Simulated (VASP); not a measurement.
```xyz
2
Lattice="0.0000 2.5145 2.5145 2.5145 0.0000 2.5145 2.5145 2.5145 0.0000" Properties=species:S:1:pos:R:3 pbc="T T T"
Li     0.0000     0.0000     0.0000
Cl     2.5145     2.5145     2.5145
```

Level of theory: PBE GGA with D3 dispersion (zero damping), VASP's PBE PAW potentials (set 64) (plane waves; VASP 6.6.1). Numerical set-up: 520 eV cut-off, 9×9×9 Γ-centred mesh, Gaussian smearing of 0.050 eV, potentials Li_sv Cl.

### Question
Give the stress tensor in GPa (positive for a compressed cell).

### Answer

```
1.08  0.00  0.00
0.00  1.08  0.00
0.00  0.00  1.08
```
The pressure is its mean diagonal, 1.08 GPa.

The compound is LiCl in the rock salt structure. This cell is one point of a volume scan, at 0.97 of the reference volume.
